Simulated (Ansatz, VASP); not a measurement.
# CdC2 in two plane-wave programs, part 2 of 3

Wanted: the spread between two codes on one cell, functional and k mesh. The cell is generated by rule, not measured, and may not be a known phase. The cell is taken from a series of runs on this material, whose earlier steps may have relaxed, scaled, displaced or heated it; both programs get it as it stands.

VASP 6.6.1 and Ansatz 0.2.0.

So far: Starting point; Ansatz: zone-centre phonons, PBE.

### Step 3. VASP: zone-centre phonons, PBE

Level of this step: PBE; plane waves and PAW (Cd, C); invented cell (VASP).

The same cell, functional and mesh now go to VASP, with its own data sets.

Lines of VASP's logs that name or quote its potential files are left out, and so is its time.

The input, INCAR:

```
SYSTEM = CdC2
PREC = Accurate
ENCUT = 600
EDIFF = 1E-08
NELM = 120
ISMEAR = 0
SIGMA = 0.01
LREAL = .FALSE.
ALGO = Normal
GGA = PE
NBANDS = 26
LORBIT = 11
LWAVE = .FALSE.
LCHARG = .FALSE.
ISIF = 2
IBRION = 8
LEPSILON = .TRUE.
LASPH = .TRUE.
GGA_COMPAT = .FALSE.
EFERMI = MIDGAP
KPAR = 2
```

The input, POSCAR:

```
CdC2
1.0
    3.9511700822      0.0000000000      0.0002588584
    0.0000000000      3.9524850642      0.0000000000
   -3.8037209427      0.0000000000      5.9486861537
Cd C
2 4
Direct
    0.5163607560      0.7816326503      0.0091005084
    0.5163607560      0.2183673497      0.5091005084
    0.7948756831      0.3434928055      0.9496158391
    0.0193733783      0.8813406821      0.4493542076
    0.0193733783      0.1186593179      0.9493542076
    0.7948756831      0.6565071945      0.4496158391
```

The input, KPOINTS:

```
Automatic mesh
0
Gamma
6 6 4
0 0 0
```

PAW data sets: Cd and C (PBE family, release 64).

On the command line:

```bash
> mpirun -np 2 vasp_std
```

What it wrote:

```text
[banner, memory and clock lines left out]
running    2 mpi-ranks, on    1 nodes
 distrk:  each k-point on    1 cores,    2 groups
 distr:  one band on    1 cores,    1 groups

 POSCAR found type information on POSCAR CdC
 POSCAR found :  2 types and       6 ions
 LDA part: xc-table for (Slater+PW92), standard interpolation
 POSCAR, INCAR and KPOINTS ok, starting setup
 FFT: planning ... GRIDC
 FFT: planning ... GRID_SOFT
 FFT: planning ... GRID
 WAVECAR not read
 entering main loop
       N       E                     dE             d eps       ncg     rms          rms(c)
DAV:   1     0.277962503808E+03    0.27796E+03   -0.21838E+04  2912   0.162E+03
DAV:   2    -0.189709959980E+02   -0.29693E+03   -0.28723E+03  3148   0.373E+02
DAV:   3    -0.385844501747E+02   -0.19613E+02   -0.19483E+02  3584   0.931E+01
DAV:   4    -0.388808642563E+02   -0.29641E+00   -0.29548E+00  3294   0.119E+01
DAV:   5    -0.388849821189E+02   -0.41179E-02   -0.41141E-02  3498   0.145E+00    0.148E+01
DAV:   6    -0.323272663234E+02    0.65577E+01   -0.11993E+01  4134   0.469E+01    0.105E+01
DAV:   7    -0.322740744065E+02    0.53192E-01   -0.86691E+00  3290   0.169E+01    0.532E+00
DAV:   8    -0.322700809594E+02    0.39934E-02   -0.93099E-01  3354   0.810E+00    0.127E+00
DAV:   9    -0.322338823708E+02    0.36199E-01   -0.16666E-01  3412   0.377E+00    0.269E-01
DAV:  10    -0.322353105800E+02   -0.14282E-02   -0.12913E-02  3066   0.743E-01    0.181E-01
DAV:  11    -0.322355848487E+02   -0.27427E-03   -0.35163E-03  3540   0.431E-01    0.792E-02
DAV:  12    -0.322354119731E+02    0.17288E-03   -0.14603E-03  3474   0.288E-01    0.228E-02
DAV:  13    -0.322354150231E+02   -0.30499E-05   -0.92171E-05  3458   0.840E-02    0.916E-03
DAV:  14    -0.322354149525E+02    0.70524E-07   -0.97402E-06  3558   0.196E-02    0.459E-03
DAV:  15    -0.322354148643E+02    0.88249E-07   -0.10513E-06  3278   0.565E-03    0.105E-03
DAV:  16    -0.322354148185E+02    0.45796E-07   -0.11173E-07  3342   0.222E-03    0.679E-04
DAV:  17    -0.322354147931E+02    0.25388E-07   -0.15470E-08  1626   0.131E-03    0.148E-04
DAV:  18    -0.322354147950E+02   -0.18454E-08   -0.58037E-09  1636   0.507E-04
   1 F= -.32235415E+02 E0= -.32235415E+02  d E =0.000000E+00
 Linear response reoptimize wavefunctions to high precision
DAV:   1    -0.322354147948E+02    0.12005E-09   -0.82388E-10  1738   0.224E-04
DAV:   2    -0.322354147948E+02    0.51841E-10   -0.77844E-11  1508   0.547E-05
 Linear response G [H, r] |phi>, progress :
  Direction:   1
       N       E                     dE             d eps       ncg     rms
RMM:   1    -0.172881784290E+03   -0.17288E+03    0.96276E+01  6174   0.917E+01
RMM:   2    -0.168078208137E+03    0.48036E+01   -0.16889E+01  4730   0.237E+01
RMM:   3    -0.168257213844E+03   -0.17901E+00   -0.48999E-01  4889   0.332E+00
RMM:   4    -0.168260664362E+03   -0.34505E-02   -0.22333E-02  5118   0.576E-01
RMM:   5    -0.168260444323E+03    0.22004E-03   -0.20208E-03  5209   0.119E-01
RMM:   6    -0.168260376297E+03    0.68026E-04   -0.33566E-04  5380   0.258E-02
RMM:   7    -0.168260356248E+03    0.20049E-04   -0.64561E-05  5477   0.672E-03
RMM:   8    -0.168260350626E+03    0.56223E-05    0.11386E-04  5061   0.241E-03
RMM:   9    -0.168260348940E+03    0.16860E-05    0.18354E-04  3852   0.155E-03
RMM:  10    -0.168260349431E+03   -0.49090E-06    0.24729E-04  3742   0.134E-03
RMM:  11    -0.168260348830E+03    0.60130E-06    0.13900E-04  3094   0.128E-03
RMM:  12    -0.168260349645E+03   -0.81583E-06    0.25869E-04  2799   0.127E-03
RMM:  13    -0.168260348851E+03    0.79452E-06    0.11875E-04  2752   0.127E-03
 Linear response G [H, r] |phi>, progress :
  Direction:   2
       N       E                     dE             d eps       ncg     rms
RMM:   1    -0.173160841133E+03   -0.17316E+03    0.96882E+01  6179   0.918E+01
RMM:   2    -0.168057546977E+03    0.51033E+01   -0.16546E+01  4709   0.237E+01
RMM:   3    -0.168225584762E+03   -0.16804E+00   -0.49002E-02  4885   0.333E+00
RMM:   4    -0.168252036805E+03   -0.26452E-01    0.18879E-01  5103   0.578E-01
RMM:   5    -0.168267270196E+03   -0.15233E-01    0.54572E-02  5243   0.120E-01
RMM:   6    -0.168271459749E+03   -0.41896E-02    0.11377E-02  5435   0.268E-02
RMM:   7    -0.168272548810E+03   -0.10891E-02   -0.68850E-03  5585   0.773E-03
RMM:   8    -0.168272757956E+03   -0.20915E-03   -0.83016E-03  5225   0.342E-03
RMM:   9    -0.168272898414E+03   -0.14046E-03   -0.10144E-02  4134   0.254E-03
RMM:  10    -0.168272784950E+03    0.11346E-03   -0.79574E-03  4056   0.233E-03
RMM:  11    -0.168272948514E+03   -0.16356E-03   -0.10587E-02  3404   0.229E-03
RMM:  12    -0.168272784331E+03    0.16418E-03   -0.89554E-03  3096   0.227E-03
RMM:  13    -0.168272902010E+03   -0.11768E-03   -0.10078E-02  3051   0.230E-03
 Linear response G [H, r] |phi>, progress :
  Direction:   3
       N       E                     dE             d eps       ncg     rms
[...]
RMM:   2    -0.127646867563E+00    0.21140E-01   -0.76249E-03  6060   0.454E-01    0.337E-01
RMM:   3    -0.126185610981E+00    0.14613E-02   -0.55638E-03  6296   0.275E-01    0.153E-01
RMM:   4    -0.126522237173E+00   -0.33663E-03   -0.61938E-04  6321   0.104E-01    0.774E-02
RMM:   5    -0.126757030390E+00   -0.23479E-03   -0.63578E-05  6404   0.366E-02    0.307E-02
[...]
Linear response progress:
  Degree of freedom:   6/  9
       N       E                     dE             d eps       ncg     rms          rms(c)
RMM:   1    -0.120010692179E+00   -0.12001E+00    0.24520E-02  8380   0.141E+00
RMM:   2    -0.118729681042E+00    0.12810E-02   -0.36604E-03  6246   0.285E-01    0.192E-01
RMM:   3    -0.118861844744E+00   -0.13216E-03   -0.79282E-04  6354   0.121E-01    0.987E-02
RMM:   4    -0.119265770070E+00   -0.40393E-03   -0.31728E-04  6268   0.775E-02    0.266E-02
RMM:   5    -0.119249003653E+00    0.16766E-04   -0.11555E-05  6584   0.164E-02    0.111E-02
RMM:   6    -0.119188499249E+00    0.60504E-04   -0.19859E-06  6532   0.678E-03    0.219E-03
RMM:   7    -0.119174655089E+00    0.13844E-04   -0.12057E-07  6688   0.207E-03    0.521E-04
RMM:   8    -0.119170939809E+00    0.37153E-05    0.10313E-09  6817   0.616E-04    0.167E-04
RMM:   9    -0.119171937034E+00   -0.99723E-06   -0.33362E-09  6658   0.234E-04    0.493E-05
RMM:  10    -0.119171816205E+00    0.12083E-06    0.30029E-09  6870   0.680E-05    0.169E-05
RMM:  11    -0.119171841939E+00   -0.25734E-07    0.32826E-09  6761   0.272E-05    0.591E-06
RMM:  12    -0.119171876832E+00   -0.34893E-07   -0.63405E-09  6517   0.111E-05    0.224E-06
RMM:  13    -0.119171875825E+00    0.10068E-08   -0.80482E-09  5892   0.622E-06    0.493E-07
 first order change of Fermi-energy   0.69019E-02
 force on displaced ion       3 direction 3 :   0.730  -0.815  -2.427
 Born effective charge ion    3 direction 3 :   0.051   0.002  -1.066
 Linear response progress:
  Degree of freedom:   7/  9
       N       E                     dE             d eps       ncg     rms          rms(c)
RMM:   1    -0.155802949699E+00   -0.15580E+00   -0.13724E-01 10043   0.174E+00
RMM:   2    -0.126870092711E+00    0.28933E-01   -0.58221E-03  6073   0.457E-01    0.341E-01
RMM:   3    -0.125625969450E+00    0.12441E-02   -0.58267E-03  6280   0.277E-01    0.158E-01
RMM:   4    -0.125959240747E+00   -0.33327E-03   -0.77268E-04  6409   0.108E-01    0.763E-02
RMM:   5    -0.126170027397E+00   -0.21079E-03   -0.79735E-05  6427   0.343E-02    0.294E-02
RMM:   6    -0.126236985268E+00   -0.66958E-04   -0.30050E-05  6363   0.119E-02    0.558E-03
RMM:   7    -0.126214205947E+00    0.22779E-04    0.54866E-06  5940   0.504E-03    0.174E-03
RMM:   8    -0.126206248817E+00    0.79571E-05    0.94082E-07  6725   0.170E-03    0.323E-04
RMM:   9    -0.126206977259E+00   -0.72844E-06    0.62852E-08  6786   0.403E-04    0.129E-04
RMM:  10    -0.126206698154E+00    0.27910E-06    0.41869E-07  6756   0.149E-04    0.354E-05
RMM:  11    -0.126206813351E+00   -0.11520E-06    0.68138E-07  6891   0.562E-05    0.108E-05
RMM:  12    -0.126206793579E+00    0.19773E-07    0.49456E-07  6983   0.211E-05    0.398E-06
RMM:  13    -0.126206787885E+00    0.56937E-08    0.50170E-07  6205   0.133E-05    0.110E-06
RMM:  14    -0.126206787334E+00    0.55078E-09    0.51833E-07  5561   0.882E-06    0.423E-07
RMM:  15    -0.126206787645E+00   -0.31102E-09    0.51054E-07  3555   0.779E-06    0.124E-07
RMM:  16    -0.126206789357E+00   -0.17114E-08    0.51947E-07  2757   0.762E-06    0.415E-08
 first order change of Fermi-energy  -0.36003E+00
 force on displaced ion       4 direction 1 : -45.055 -40.286  -0.595
 Born effective charge ion    4 direction 1 :  -0.980  -0.019   0.171
 Linear response progress:
  Degree of freedom:   8/  9
       N       E                     dE             d eps       ncg     rms          rms(c)
RMM:   1    -0.149028066790E+00   -0.14903E+00   -0.71285E-02  9920   0.174E+00
RMM:   2    -0.127557938930E+00    0.21470E-01   -0.50723E-03  6077   0.454E-01    0.338E-01
RMM:   3    -0.126341844733E+00    0.12161E-02   -0.58044E-03  6283   0.278E-01    0.153E-01
RMM:   4    -0.126651788636E+00   -0.30994E-03   -0.63316E-04  6332   0.104E-01    0.780E-02
RMM:   5    -0.126895292839E+00   -0.24350E-03   -0.86338E-05  6399   0.376E-02    0.313E-02
RMM:   6    -0.126972223219E+00   -0.76930E-04   -0.23444E-05  6415   0.130E-02    0.549E-03
RMM:   7    -0.126946469192E+00    0.25754E-04    0.61568E-06  5917   0.516E-03    0.168E-03
RMM:   8    -0.126939026245E+00    0.74429E-05    0.24544E-07  6709   0.156E-03    0.318E-04
RMM:   9    -0.126939248461E+00   -0.22222E-06    0.10099E-07  6333   0.416E-04    0.117E-04
RMM:  10    -0.126939093493E+00    0.15497E-06    0.16161E-07  6707   0.142E-04    0.361E-05
RMM:  11    -0.126939195395E+00   -0.10190E-06    0.22189E-07  6854   0.556E-05    0.104E-05
RMM:  12    -0.126939176767E+00    0.18627E-07    0.96166E-08  6933   0.173E-05    0.434E-06
RMM:  13    -0.126939168513E+00    0.82543E-08    0.16215E-07  6241   0.106E-05    0.126E-06
RMM:  14    -0.126939169232E+00   -0.71935E-09    0.14365E-07  5440   0.670E-06    0.478E-07
RMM:  15    -0.126939168525E+00    0.70685E-09    0.16631E-07  3943   0.555E-06    0.106E-07
RMM:  16    -0.126939168666E+00   -0.14071E-09    0.15423E-07  2902   0.526E-06    0.447E-08
 first order change of Fermi-energy  -0.93310E-01
 force on displaced ion       4 direction 2 : -40.290 -42.639  -0.536
 Born effective charge ion    4 direction 2 :   0.194  -1.269   0.108
 Linear response progress:
  Degree of freedom:   9/  9
       N       E                     dE             d eps       ncg     rms          rms(c)
RMM:   1    -0.120378708830E+00   -0.12038E+00    0.27496E-02  8474   0.142E+00
RMM:   2    -0.119210289153E+00    0.11684E-02   -0.37651E-03  6264   0.288E-01    0.192E-01
RMM:   3    -0.119349591162E+00   -0.13930E-03   -0.85794E-04  6378   0.125E-01    0.984E-02
RMM:   4    -0.119764953163E+00   -0.41536E-03   -0.32857E-04  6298   0.782E-02    0.272E-02
RMM:   5    -0.119762784341E+00    0.21688E-05   -0.12811E-05  6598   0.169E-02    0.116E-02
RMM:   6    -0.119705102460E+00    0.57682E-04   -0.24031E-06  6514   0.728E-03    0.233E-03
RMM:   7    -0.119691625976E+00    0.13476E-04   -0.15018E-07  6689   0.212E-03    0.557E-04
RMM:   8    -0.119687439466E+00    0.41865E-05   -0.79304E-10  6799   0.649E-04    0.167E-04
RMM:   9    -0.119688608557E+00   -0.11691E-05    0.12246E-10  6736   0.228E-04    0.548E-05
RMM:  10    -0.119688519145E+00    0.89412E-07    0.37472E-09  6836   0.738E-05    0.170E-05
RMM:  11    -0.119688528223E+00   -0.90776E-08   -0.30072E-09  6847   0.271E-05    0.665E-06
 first order change of Fermi-energy   0.41721E-01
 force on displaced ion       4 direction 3 :  -0.596  -0.538  -2.629
 Born effective charge ion    4 direction 3 :   0.014  -0.042  -1.172
 Born effective charges drift removed
 Linear response finished
```

[end of part 2 of 3]

[Lines on the potential files, build, host, timing and source positions are cut from VASP's logs without a mark.]

[Logs are printed without paths, hosts, clocks, repeated set-up lines and the standing remarks that a program may print on its own settings, such as how far it seeks lower states.]

[Hosts, paths, dates, database ids (printed as entryN), source tags and the programs' standing remarks are cut or masked in the printed files.]
